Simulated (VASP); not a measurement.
CoSi2 (fluorite) relaxed at rising pressure, in one space group throughout; other phases were not tried. The pressures are those reached. These are LDA (Ceperley-Alder, Perdew-Zunger), VASP's LDA PAW potentials (set 64) (plane waves; VASP 6.6.1) values and carry that method's errors.

```tsv
P (GPa)	V (Å³/atom)	k-mesh
-0.02	12.234	10×10×10
4.78	11.961	10×10×10
9.76	11.711	10×10×10
19.99	11.280	10×10×10
29.96	10.919	10×10×10
```

A change of mesh leaves a small step in the series.

Problem. Fit an equation of state and predict the volume at 44.70 GPa.

Solution. Least squares on the third-order Birch-Murnaghan form, P = (3B0/2)(y⁷ − y⁵)[1 + (3/4)(B′ − 4)(y² − 1)] with y = (V0/V)^(1/3), gives V0 = 12.230 Å³/atom, B0 = 206 GPa and B′ = 4.4, and so 10.481 Å³/atom. The run gave 10.473 Å³/atom, -0.1 % from the fit.

Pressures at which the relaxation failed are left out.

The compound is CoSi2 in the fluorite structure. The run is not spin-polarised, so no magnetic state was tried. The electron count is odd and the run is not spin-polarised, which forces a metal.
